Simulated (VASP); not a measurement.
Consider the following.

```xyz
1
Lattice="-1.6583 1.6583 1.6583 1.6583 -1.6583 1.6583 1.6583 1.6583 -1.6583" Properties=species:S:1:pos:R:3 pbc="T T T"
Ta     0.0000     0.0000     0.0000
```

The numbers are results of PBEsol GGA, VASP's PBE PAW potentials (set 64) (plane waves; VASP), not measurements. Run with 520 eV cut-off, 16×16×16 Γ-centred mesh, first-order Methfessel-Paxton smearing of 0.10 eV, potentials Ta_pv.

Question: Give the stress tensor in GPa (positive for a compressed cell).

Answer: 
```
-5.91   0.00   0.00
 0.00  -5.91   0.00
 0.00   0.00  -5.91
```
The pressure is its mean diagonal, -5.91 GPa.

The compound is Ta in the bcc structure. This cell is one point of a volume scan, at 1.03 of the reference volume.
